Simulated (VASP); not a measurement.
Here is the system:

```
CELL_PARAMETERS angstrom
      3.32604     0.00000     0.00000
     -1.66302     2.88043     0.00000
      0.00000     0.00000    13.89686
ATOMIC_POSITIONS crystal
  Mo 0.00000 0.00000 0.25000
  Mo 0.00000 0.00000 0.75000
  Se 0.33333 0.66667 0.36895
  Se 0.66667 0.33333 0.63105
  Se 0.66667 0.33333 0.86895
  Se 0.33333 0.66667 0.13105
```

These are LDA (Ceperley-Alder, Perdew-Zunger), VASP's LDA PAW potentials (set 64) (plane waves; VASP) values and carry that method's errors. Numerical set-up: 300 eV cut-off, 6×6×2 Γ-centred mesh, Gaussian smearing of 0.010 eV, potentials Mo_sv Se.

At this cut-off the stress carries a Pulay error, which pulls relaxed volumes low.

**Question.** Estimate the energy per atom (σ→0), pressure.

**Answer.** 
```yaml
energy per atom (σ→0): -7.511 eV/atom
pressure: -5.04 GPa
```

Total energies compare only between runs with the same potentials, cut-off and functional.

The structure comes from a computed database's MoSe2 entry; how it stands against other phases isn't given here. The cell was not relaxed at this level.
